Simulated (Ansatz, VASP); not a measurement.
**Cross-check of MgSi between VASP and Ansatz**

Wanted: the spread between two codes on one cell, functional and k mesh. The cell is taken from a series of runs on this material, whose earlier steps may have relaxed, scaled, displaced or heated it; both programs get it as it stands.

Method: plane waves, with VASP 6.6.1 beside it; zone-centre phonons at PBEsol, in Ansatz 0.2.0.

## (1) Set-up

It takes space group P4/mmm (No. 123, tetragonal). Conventional cell: a = 2.938 Å, b = 2.938 Å, c = 3.958 Å, α = 90.00°, β = 90.00°, γ = 90.00°. Nearest to Mg lie 8 Si at 2.87 Å and 4 Mg at 2.94 Å. Nearest to Si lie 8 Mg at 2.87 Å and 4 Si at 2.94 Å. Farther neighbours are not listed.

Structure file:

```cif
data_structure
_symmetry_space_group_name_H-M 'P 1'
_symmetry_Int_Tables_number 1
_cell_length_a 2.9379
_cell_length_b 2.9379
_cell_length_c 3.9577
_cell_angle_alpha 90.000
_cell_angle_beta 90.000
_cell_angle_gamma 90.000
_cell_volume 34.16
loop_
_atom_site_label
_atom_site_type_symbol
_atom_site_fract_x
_atom_site_fract_y
_atom_site_fract_z
_atom_site_occupancy
Mg1 Mg 0.00000 0.00000 0.00000 1
Si2 Si 0.50000 0.50000 0.50000 1
```

## (2) Ansatz: zone-centre phonons, PBEsol, pair 1

Ansatz runs on norm-conserving files, of PseudoDojo where its log says so.

Second derivatives magnify differences that forces hide, and they need a tight electronic threshold.

The input, input.yaml:

```yaml
crystal:
  lattice:
    - [2.9379161965, 0.0, 0.0]
    - [0.0, 2.9379161965, 0.0]
    - [0.0, 0.0, 3.9576587989]
  atoms:
    - { symbol: Mg, position: [0.0, 0.0, 0.0] }
    - { symbol: Si, position: [0.5, 0.5, 0.5] }
kpoints:
  mp_grid: { grid: [16, 16, 12] }
hamiltonian:
  xc: pbesol
  pseudopotentials: { kind: nc }
scf:
  occupations: { method: methfessel_paxton, width: 0.15 }
output:
  eigenvalues: true
phonons:
  method: dfpt
```

On the command line:

```sh
$ ansatz run input.yaml --threads 4 --pin off --max-ram 7168MiB --backend cpu --events-out ev --progress --plain --runs-dir out
```

Numbers of over 12 decimals in the logs are rounded to 6 here.

The log of the run:

```text
zone centre: on kpoints.mp_grid the ground state, and the responses unless they are solved on pairs of k-points, stand on 567 of the mesh's 3072 k-points, reduced under 8 symmetry operations, with k and −k counted as one. Each operation leaves every solved displacement unchanged or reverses it
Engine: ansatz 0.2.0, aarch64-unknown-linux-gnu
Pseudopotentials: kind: nc
Pseudopotential: Mg, nc, valence charge 10, recommended cutoff 1142.878222 eV (normal), Mg.nc.azcp (PseudoDojo's, or run here from an input of PseudoDojo's: the run reads no file of this project's for it)
Pseudopotential: Si, nc, valence charge 4, recommended cutoff 489.804952 eV (normal), Si.nc.azcp (PseudoDojo's, or run here from an input of PseudoDojo's: the run reads no file of this project's for it)
Functional definition: PBEsol
  exchange = pbesol_x
  correlation = pbesol_c
Crystal: 2 atoms, lattice volume = 34.160 Å³
Basis set: ecut = 1142.878222 eV, 3009 PW (Γ), exchange–correlation on 72×72×90 points (8 copies of the dense FFT grid, shifted against one another)
Bands: 11, of which v1, the nominal top of the filled ones, is band 7 counted from 1 (6 counted from 0)
Symmetry: 16 space group operations
k-points: 567 of 3072 (irreducible under 8 space group operations)
Non-local potential: Mg, projectors of the file, l = 0: 2, l = 1: 2
Non-local potential: Si, projectors of the file, l = 0: 2, l = 1: 2, l = 2: 2
Initial density: superposition of atomic densities (chi_scale 0.1, normalization cell, long waves kept (reshape's long-wave potential 0.00 eV rms))
Initial wavefunctions: pseudopotential atomic-orbital guess
Functional: x = pbesol(κ = 0.804, μ = 0.123457), c = pbesol(β = 0.046)
SCF iter   1: F=—  HF=-1728.836240 eV  |F-HF|=—  |Δ(HF+E_count)|=         —  Δρ=2.24e-2  dr2=1.23e-1  ethr=3.10e-3  ⟨swp⟩=5.4  Hψ=41098  notcnv=0
preconditioner: auto → none  [metal: Δε(μ)=0.004 eV  Ē_g=9.114 eV  σ=0.150 eV  W_gap=0.02  n_scr=6 (ndim 8)  ℏωp=15.6 eV  f_vac=0.000  D(μ)=0.74/eV (n_scr^D=2)  sad-step TF]
SCF iter   2: F=—  HF=-1728.825290 eV  |F-HF|=—  |Δ(HF+E_count)|=   1.09e-2  S|Δr|=    0.00e0  Δρ=1.38e-2  dr2=5.44e-2  ethr=8.81e-4  ⟨swp⟩=1.0  Hψ=10773  notcnv=0
SCF iter   3: F=—  HF=-1728.814693 eV  |F-HF|=—  |Δ(HF+E_count)|=   1.06e-2  S|Δr|=    0.00e0  Δρ=1.44e-3  dr2=4.26e-4  ethr=3.89e-4  ⟨swp⟩=1.0  Hψ=6187  notcnv=0
SCF iter   4: F=—  HF=-1728.814705 eV  |F-HF|=—  |Δ(HF+E_count)|=   1.10e-5  S|Δr|=    0.00e0  Δρ=3.86e-4  dr2=3.71e-5  ethr=3.04e-6  ⟨swp⟩=2.7  Hψ=9831  notcnv=0
SCF iter   5: F=—  HF=-1728.814692 eV  |F-HF|=—  |Δ(HF+E_count)|=   1.28e-5  S|Δr|=    0.00e0  Δρ=1.05e-4  dr2=1.08e-6  ethr=2.65e-7  ⟨swp⟩=2.0  Hψ=7470  notcnv=0
SCF iter   6: F=—  HF=-1728.814688 eV  |F-HF|=—  |Δ(HF+E_count)|=   3.65e-6  S|Δr|=    0.00e0  Δρ=1.90e-5  dr2=2.99e-8  ethr=7.70e-9  ⟨swp⟩=2.1  Hψ=9558  notcnv=0  defer=2
SCF iter   7: F=—  HF=-1728.814688 eV  |F-HF|=—  |Δ(HF+E_count)|=   3.59e-9  S|Δr|=    0.00e0  Δρ=2.66e-6  dr2=7.61e-10  ethr=2.13e-10  ⟨swp⟩=1.1  Hψ=6317  notcnv=0  defer=2
SCF iter   8: F=-1728.814688 eV  HF=-1728.814688 eV  |F-HF|=9.09e-13  |Δ(HF+E_count)|=  1.16e-11  S|Δr|=    0.00e0  Δρ=2.11e-7  dr2=5.19e-12  ethr=1.00e-12  ⟨swp⟩=5.5  Hψ=32313  notcnv=0
SCF 1 converged in 8 iterations: F = -1728.814688 eV  dr2 = 5.19e-12
DFPT response loops at Γ: preconditioner auto → Kerker (q_TF=auto, 2.351 Å⁻¹) (partly filled bands, converged f_vac=0.000); β = 1.00, the filter's whole step (`scf.mixing.beta` (0.50) is not read by the response loops under this deck's `scf.mixing.preconditioner`; to damp them name `kerker` or `kerker_dos`, under which they read `scf.mixing.beta`, and type it under 1.00, their step now; both keys bind the ground state too); Broyden in place of MSR1
SCF converged after 8 iterations
Stability not checked: this state was not tested for a lower state beside it, because cold or Methfessel-Paxton smearing, or corrected tetrahedra, fill the levels in a way that the test cannot read (fill_not_monotonic; see scf.lower_state_search)
Free energy (F): -1728.814688 eV
Harris-Foulkes:  -1728.814688 eV  (|F-HF|=9.09e-13)
Internal energy: -1728.814719 eV  (E = F + TS)
E sigma→0 (E₀):  -1728.814696 eV
Entropy (-TS):   0.000031 eV (0.015 meV/atom)
Fermi energy:    8.385785 eV
Step filling:    the computed levels leave a gap of 0.0000 eV = 0.0 smearing widths at the electron count; against every level under it full and every level over it empty, smearing changes F+E_penalty+E_count by +0.023 meV and its σ→0 estimate by +0.015 meV
--- Per-component energies (eV) ---
  E_band       = -317.855339
  E_kinetic    = 964.385307
  E_local      = -1709.441785  (includes V_loc(G=0)·N_el)
  E_nonlocal   = -476.605709
  E_hartree    = 612.693290
  E_xc         = -254.389569
  E_vxc        = -321.579772  (∫ρ·V_xc dr)
  E_ewald      = -865.456253
  E_smearing   = 0.000031  (= −TS)
  E_closure    = -0.000000  (closes the sum)
  Σ components = -1728.814688   (vs F -1728.814688, Δ=0.00e0)
--- Band table (eV; the first three rows and the last of 567) ---
  k-point 0: bands = [... 3 lower, -34.3200, -2.8711, 6.0184, 8.0511, 12.4128, 12.4128, 13.5854, 16.3852]
  k-point 1: bands = [... 3 lower, -34.3201, -2.8175, 5.3205, 8.8710, 12.4450, 12.4450, 13.6450, 16.4373]
  k-point 2: bands = [... 3 lower, -34.3204, -2.6604, 4.2056, 10.3539, 12.5371, 12.5371, 13.8217, 16.5899]
  k-point 566: bands = [... 3 lower, -34.3125, 4.9408, 6.0807, 6.0807, 7.6104, 9.5400, 9.5400, 9.6220]
--- Phonons (Γ-DFPT): 4 representative perturbations + reference, on 567 of 3072 k-points (Σ response iterations 11) ---
  k mesh reduced under 8 symmetry operations, with k and −k counted as one. Each operation leaves every solved displacement unchanged or reverses it
  ASR residual: 9.017e-3 → 0.000e0 eV/Å²; symmetrization residual: 4.871e-6 eV/Å²
  ASR residual per site (eV/Å²): 9.02e-3 7.15e-5
  Γ frequencies (cm⁻¹): 0.00 0.00 0.00 205.21 205.21 298.30
  non-analytic LO–TO correction: not included (Born effective charges unavailable; polar crystals: no LO–TO splitting at Γ)
```

The column dr2 measures how far the density is from self-consistency, as an energy; F and HF (Harris–Foulkes) agree once it is small.

## (3) VASP: zone-centre phonons, PBEsol, pair 1

The same cell, functional, mesh and smearing now go to VASP, with its own data sets.

Lines of VASP's logs that name or quote its potential files are left out, and so is its time.

The input, INCAR:

```
SYSTEM = MgSi
PREC = Accurate
ENCUT = 600
EDIFF = 1E-08
NELM = 120
ISMEAR = 1
SIGMA = 0.15
LREAL = .FALSE.
ALGO = Normal
GGA = PS
NBANDS = 9
LORBIT = 11
LWAVE = .FALSE.
LCHARG = .FALSE.
ISIF = 2
IBRION = 8
LASPH = .TRUE.
GGA_COMPAT = .FALSE.
KPAR = 2
```

The input, POSCAR:

```
MgSi
1.0
    2.9379161965      0.0000000000      0.0000000000
    0.0000000000      2.9379161965      0.0000000000
    0.0000000000      0.0000000000      3.9576587989
Mg Si
1 1
Direct
    0.0000000000      0.0000000000      0.0000000000
    0.5000000000      0.5000000000      0.5000000000
```

The input, KPOINTS:

```
Automatic mesh
0
Gamma
16 16 12
0 0 0
```

Potentials, in the order of the species: Mg and Si (PBE family, release 64).

On the command line:

```sh
$ mpirun -np 2 vasp_std
```

The log of the run:

```text
[banner, memory and clock lines left out]
running    2 mpi-ranks, on    1 nodes
 distrk:  each k-point on    1 cores,    2 groups
 distr:  one band on    1 cores,    1 groups

 POSCAR found type information on POSCAR MgSi
 POSCAR found :  2 types and       2 ions
|                                                                             |
|               ----> ADVICE to this user running VASP <----                  |
|                                                                             |
|     You enforced a specific xc type in the INCAR file but a different       |
|     [... a line on the potential file left out ...]
|     I HOPE YOU KNOW WHAT YOU ARE DOING!                                     |
|                                                                             |

 LDA part: xc-table for (Slater+PW92), standard interpolation
 POSCAR, INCAR and KPOINTS ok, starting setup
 FFT: planning ... GRIDC
 FFT: planning ... GRID_SOFT
 FFT: planning ... GRID
 WAVECAR not read
 entering main loop
       N       E                     dE             d eps       ncg     rms          rms(c)
DAV:   1     0.392957628892E+01    0.39296E+01   -0.27983E+03  5790   0.591E+02
DAV:   2    -0.723445681347E+01   -0.11164E+02   -0.10757E+02  7577   0.636E+01
DAV:   3    -0.747666856952E+01   -0.24221E+00   -0.24030E+00  7237   0.887E+00
DAV:   4    -0.747778913959E+01   -0.11206E-02   -0.11205E-02  7620   0.641E-01
DAV:   5    -0.747779405831E+01   -0.49187E-05   -0.49183E-05  7168   0.377E-02    0.248E+00
DAV:   6    -0.739577499924E+01    0.82019E-01   -0.86286E-02  6157   0.106E+00    0.146E+00
DAV:   7    -0.736631607751E+01    0.29459E-01   -0.60178E-02  6573   0.954E-01    0.277E-01
DAV:   8    -0.736442732743E+01    0.18888E-02   -0.36912E-03  6191   0.310E-01    0.934E-02
DAV:   9    -0.736439368565E+01    0.33642E-04   -0.15360E-04  6728   0.694E-02    0.413E-02
DAV:  10    -0.736439278093E+01    0.90472E-06   -0.10058E-05  6644   0.144E-02    0.375E-03
DAV:  11    -0.736439216949E+01    0.61144E-06   -0.12912E-06  6666   0.520E-03    0.330E-03
DAV:  12    -0.736439218056E+01   -0.11063E-07   -0.81128E-08  6689   0.157E-03    0.108E-03
DAV:  13    -0.736439217287E+01    0.76861E-08   -0.17289E-09  3437   0.245E-04
   1 F= -.73643922E+01 E0= -.73644067E+01  d E =0.436126E-04
 Linear response reoptimize wavefunctions to high precision
DAV:   1    -0.736439216569E+01    0.71814E-08   -0.11135E-09  5386   0.153E-04
DAV:   2    -0.736439216568E+01    0.44338E-11   -0.31865E-11  3161   0.406E-05
 Linear response DOF=           4
 Linear response progress:
  Degree of freedom:   1/  4
       N       E                     dE             d eps       ncg     rms          rms(c)
RMM:   1    -0.178163471302E-02   -0.17816E-02   -0.85459E-04 20184   0.268E-01
RMM:   2    -0.176727913731E-02    0.14356E-04   -0.41353E-05 16144   0.361E-02    0.247E-02
RMM:   3    -0.176357555573E-02    0.37036E-05   -0.63846E-06 16530   0.124E-02    0.136E-02
RMM:   4    -0.177571558877E-02   -0.12140E-04   -0.50161E-06 16259   0.112E-02    0.325E-03
RMM:   5    -0.177771768909E-02   -0.20021E-05   -0.15640E-07 16540   0.297E-03    0.192E-04
RMM:   6    -0.177789666451E-02   -0.17898E-06   -0.13530E-09 16981   0.211E-04    0.103E-04
RMM:   7    -0.177796983888E-02   -0.73174E-07   -0.29864E-10 17087   0.773E-05    0.101E-05
RMM:   8    -0.177800107043E-02   -0.31232E-07   -0.83912E-11 17702   0.159E-05    0.505E-06
RMM:   9    -0.177800338234E-02   -0.23119E-08   -0.83949E-11 17755   0.873E-06    0.296E-07
 first order change of Fermi-energy  -0.26160E-04
 force on displaced ion       1 direction 1 :  -2.028   0.000   0.000
 Linear response progress:
  Degree of freedom:   2/  4
       N       E                     dE             d eps       ncg     rms          rms(c)
RMM:   1    -0.326232455340E-02   -0.32623E-02    0.14522E-02 11185   0.412E-01
RMM:   2    -0.327727093657E-02   -0.14946E-04   -0.89468E-05  8861   0.604E-02    0.428E-02
RMM:   3    -0.322293725098E-02    0.54334E-04   -0.52869E-05  8937   0.268E-02    0.188E-02
RMM:   4    -0.324079401306E-02   -0.17857E-04   -0.15074E-05  9045   0.148E-02    0.586E-03
RMM:   5    -0.324033088785E-02    0.46313E-06   -0.35861E-07  9126   0.448E-03    0.420E-04
RMM:   6    -0.324107452741E-02   -0.74364E-06   -0.10477E-08  9327   0.440E-04    0.203E-04
RMM:   7    -0.324106518528E-02    0.93421E-08   -0.98602E-10  9469   0.156E-04    0.165E-05
 first order change of Fermi-energy   0.18423E-03
 force on displaced ion       1 direction 3 :  -0.000   0.000  -4.264
 Linear response progress:
  Degree of freedom:   3/  4
       N       E                     dE             d eps       ncg     rms          rms(c)
RMM:   1    -0.124560809003E-01   -0.12456E-01    0.52882E-03 20166   0.530E-01
RMM:   2    -0.124007446155E-01    0.55336E-04   -0.15046E-04 15983   0.771E-02    0.414E-02
RMM:   3    -0.124550902146E-01   -0.54346E-04   -0.14766E-05 16324   0.196E-02    0.238E-02
RMM:   4    -0.125672972910E-01   -0.11221E-03   -0.14702E-05 16118   0.180E-02    0.419E-03
RMM:   5    -0.125472967010E-01    0.20001E-04   -0.50182E-07 16743   0.367E-03    0.566E-04
RMM:   6    -0.125474855582E-01   -0.18886E-06   -0.50843E-09 16947   0.462E-04    0.323E-04
RMM:   7    -0.125469756306E-01    0.50993E-06   -0.14766E-09 17233   0.126E-04    0.215E-05
RMM:   8    -0.125469779299E-01   -0.22993E-08   -0.16616E-09 17872   0.254E-05    0.455E-06
 first order change of Fermi-energy  -0.87009E-04
 force on displaced ion       2 direction 1 :  -2.027   0.000   0.000
 Linear response progress:
  Degree of freedom:   4/  4
       N       E                     dE             d eps       ncg     rms          rms(c)
RMM:   1    -0.222169335388E-01   -0.22217E-01    0.77316E-02 10999   0.863E-01
RMM:   2    -0.227279513134E-01   -0.51102E-03   -0.42680E-04  8830   0.135E-01    0.605E-02
RMM:   3    -0.228031673338E-01   -0.75216E-04   -0.11029E-04  8886   0.411E-02    0.311E-02
RMM:   4    -0.229568690385E-01   -0.15370E-03   -0.41523E-05  8955   0.245E-02    0.104E-02
RMM:   5    -0.229685535706E-01   -0.11685E-04   -0.27239E-06  9232   0.862E-03    0.209E-03
RMM:   6    -0.229687876825E-01   -0.23411E-06   -0.54114E-08  9388   0.116E-03    0.976E-04
RMM:   7    -0.229689787989E-01   -0.19112E-06   -0.48982E-09  9443   0.305E-04    0.444E-05
RMM:   8    -0.229690391524E-01   -0.60354E-07   -0.12451E-09  9785   0.641E-05    0.430E-05
RMM:   9    -0.229689618593E-01    0.77293E-07    0.10577E-09  9962   0.254E-05    0.312E-06
RMM:  10    -0.229689552962E-01    0.65631E-08   -0.49726E-10  9497   0.158E-05    0.143E-06
 first order change of Fermi-energy  -0.95758E-04
 force on displaced ion       2 direction 3 :  -0.000   0.000  -4.268
 Linear response finished
```

From OUTCAR (step 3):

```text
ion  position               nearest neighbor table
   1  0.000  0.000  0.000-   2 2.87   2 2.87   2 2.87   2 2.87   2 2.87   2 2.87   2 2.87   2 2.87

  LATTYP: Found a simple tetragonal cell.
 ALAT       =     2.9379161965
 C/A-ratio  =     1.3470972397

 Subroutine GETGRP returns: Found 16 space group operations
 (whereof 16 operations were pure point group operations)

The static configuration has the point symmetry D_4h.

 Found    315 irreducible k-points:

   k-points           NKPTS =    315   k-points in BZ     NKDIM =    315   number of bands    NBANDS=      9

   dimension x,y,z NGX =    24 NGY =   24 NGZ =   32
   dimension x,y,z NGXF=    48 NGYF=   48 NGZF=   64

   ENCUT  =  600.0 eV  44.10 Ry    6.64 a.u.   5.87  5.87  7.90*2*pi/ulx,y,z

   NELECT =       6.0000    total number of electrons

 k-points in reciprocal lattice and weights: Automatic mesh
   0.00000000  0.00000000  0.00000000       0.000
   0.06250000  0.00000000  0.00000000       0.001
   0.12500000  0.00000000  0.00000000       0.001
   0.18750000  0.00000000  0.00000000       0.001
   0.25000000  0.00000000  0.00000000       0.001
   0.31250000  0.00000000  0.00000000       0.001
   0.37500000  0.00000000  0.00000000       0.001
   0.43750000  0.00000000  0.00000000       0.001
   0.50000000  0.00000000  0.00000000       0.001
[...]
0.50000000  0.43750000  0.50000000       0.001
   0.50000000  0.50000000  0.50000000       0.000

 average (electrostatic) potential at core
       1 -35.3753       2 -83.1483

  Total       -0.0224141     -0.0224141     -0.0229035      0.0000000      0.0000000      0.0000000
  in kB       -1.0512699     -1.0512699     -1.0742268      0.0000000      0.0000000      0.0000000
  external PRESSURE =      -1.0589222 kB  Pullay stress =       0.0000000 kB

  energy-cutoff  :      600.00
  volume of cell :       34.16
      direct lattice vectors                 reciprocal lattice vectors
     2.937916196  0.000000000  0.000000000     0.340377306  0.000000000  0.000000000
     0.000000000  2.937916196  0.000000000     0.000000000  0.340377306  0.000000000
     0.000000000  0.000000000  3.957658799     0.000000000  0.000000000  0.252674637

 POSITION                                       TOTAL-FORCE (eV/Angst)
 -----------------------------------------------------------------------------------
      0.00000      0.00000      0.00000         0.000000      0.000000      0.000000
      1.46896      1.46896      1.97883         0.000000      0.000000      0.000000
 -----------------------------------------------------------------------------------
    total drift:                               -0.000000     -0.000000     -0.000000

 Eigenvectors and eigenvalues of the dynamical matrix
 ----------------------------------------------------

   1 f  =    8.945268 THz    56.204777 2PiTHz  298.382027 cm-1    36.994640 meV
             X         Y         Z           dx          dy          dz
      0.000000  0.000000  0.000000     0.000000   -0.000000   -0.732006
      1.468958  1.468958  1.978829    -0.000000    0.000000    0.681298

   2 f  =    6.167218 THz    38.749772 2PiTHz  205.716243 cm-1    25.505552 meV
             X         Y         Z           dx          dy          dz
      0.000000  0.000000  0.000000     0.732226    0.000000    0.000000
      1.468958  1.468958  1.978829    -0.681062   -0.000000    0.000000

   3 f  =    6.167218 THz    38.749772 2PiTHz  205.716243 cm-1    25.505552 meV
             X         Y         Z           dx          dy          dz
      0.000000  0.000000  0.000000    -0.000000    0.732226   -0.000000
      1.468958  1.468958  1.978829    -0.000000   -0.681062    0.000000

   4 f/i=    0.000490 THz     0.003081 2PiTHz    0.016358 cm-1     0.002028 meV
             X         Y         Z           dx          dy          dz
      0.000000  0.000000  0.000000    -0.000000    0.681062   -0.000000
      1.468958  1.468958  1.978829    -0.000000    0.732226    0.000000

   5 f/i=    0.000490 THz     0.003081 2PiTHz    0.016358 cm-1     0.002028 meV
             X         Y         Z           dx          dy          dz
      0.000000  0.000000  0.000000     0.681062    0.000000   -0.000000
      1.468958  1.468958  1.978829     0.732226    0.000000    0.000000

   6 f/i=    0.002178 THz     0.013683 2PiTHz    0.072640 cm-1     0.009006 meV
             X         Y         Z           dx          dy          dz
      0.000000  0.000000  0.000000     0.000000   -0.000000   -0.681298
      1.468958  1.468958  1.978829    -0.000000    0.000000   -0.732006

 ELASTIC MODULI CONTR FROM IONIC RELAXATION (kBar)
 Direction    XX          YY          ZZ          XY          YZ          ZX
 --------------------------------------------------------------------------------
 XX           0.0000      0.0000      0.0000      0.0000      0.0000      0.0000
 YY           0.0000      0.0000      0.0000      0.0000      0.0000      0.0000
 ZZ           0.0000      0.0000      0.0000      0.0000      0.0000      0.0000
 XY           0.0000      0.0000      0.0000      0.0000      0.0000      0.0000
 YZ           0.0000      0.0000      0.0000      0.0000      0.0000      0.0000
 ZX           0.0000      0.0000      0.0000      0.0000      0.0000      0.0000
 --------------------------------------------------------------------------------
```

## (4) Differences

Known differences besides the potentials themselves: the data sets hold 14 valence electrons in Ansatz (on norm-conserving files, of PseudoDojo where its log says so) and 6 in VASP; the cutoff is 1142.88 eV in Ansatz and 600 eV in VASP. Total energies have different zeros and are not compared.

The two programs side by side:

| quantity | Ansatz | VASP | difference |
| --- | --- | --- | --- |
| optical mode 1 to 2 (cm⁻¹) | 205.2 | 205.7 | -0.25 % |
| optical mode 3 (cm⁻¹) | 298.3 | 298.4 | -0.03 % |

Modes are paired by rising frequency, not by their patterns, so a pair may set unlike modes beside each other; they are those without the splitting of longitudinal modes.

[end of part 1 of 2]

[Lines on the potential files, build, host, timing and source positions are cut from VASP's logs without a mark.]

[Logs are printed without paths, hosts, clocks, repeated set-up lines and the standing remarks that a program may print on its own settings, such as how far it seeks lower states.]

[Hosts, paths, dates, database ids (printed as entryN), source tags and the programs' standing remarks are cut or masked in the printed files.]
